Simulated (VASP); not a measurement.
Crystal: Al3BiO3.

```
Al Bi O
1.0
     4.91205    0.00000    0.00000
     0.00000    4.91205    0.00000
     0.00000    0.00000    4.91205
Al Bi O
3 1 3
Direct
  0.00000 0.50000 0.50000
  0.50000 0.00000 0.50000
  0.50000 0.50000 0.00000
  0.00000 0.00000 0.00000
  0.50000 0.00000 0.00000
  0.00000 0.50000 0.00000
  0.00000 0.00000 0.50000
```

The cell was built by a generator and needn't be a form met in nature.

```yaml
Program: VASP 6.6.1
Task: relaxation of cell and atoms
Functional: PBE
Potentials_or_basis: VASP PAW PBE potentials, release 64 (Al, Bi_d, O)
Cutoff: 520 eV
k_mesh: 3 × 3 × 3
Occupations: gaussian, width 0.15 eV
Spin: no spin polarisation
```

At the start: pressure -7.4 GPa; volume 16.93 Å³/atom.

**Question.** Where does the relaxation end?

**Answer.** Over 3 steps the energy falls by 34.9 meV/atom and the volume is 15.51 Å³/atom (-8.4 %); space group Pm-3m (No. 221, to 0.05 Å).

The path:
| step | energy change (eV) | largest force (eV/Å) | pressure (GPa) | volume (Å³) |
| --- | --- | --- | --- | --- |
| 1 | 0.0000 | 0.0000 | -7.36 | 118.52 |
| 2 | -0.2203 | 0.0000 | 2.96 | 105.68 |
| 3 | -0.2440 | 0.0000 | 0.01 | 108.58 |

Final structure:
```yaml
crystal:
  lattice:
    - [4.77078, 0.00000, 0.00000]
    - [0.00000, 4.77078, 0.00000]
    - [0.00000, 0.00000, 4.77078]
  atoms:
    - { symbol: Al, position: [0.00000, 0.50000, 0.50000] }
    - { symbol: Al, position: [0.50000, 0.00000, 0.50000] }
    - { symbol: Al, position: [0.50000, 0.50000, 0.00000] }
    - { symbol: Bi, position: [0.00000, 0.00000, 0.00000] }
    - { symbol: O, position: [0.50000, 0.00000, 0.00000] }
    - { symbol: O, position: [0.00000, 0.50000, 0.00000] }
    - { symbol: O, position: [0.00000, 0.00000, 0.50000] }
```

Caveat: the k mesh is coarse (spacing up to 0.43 Å⁻¹), so the values aren't converged.
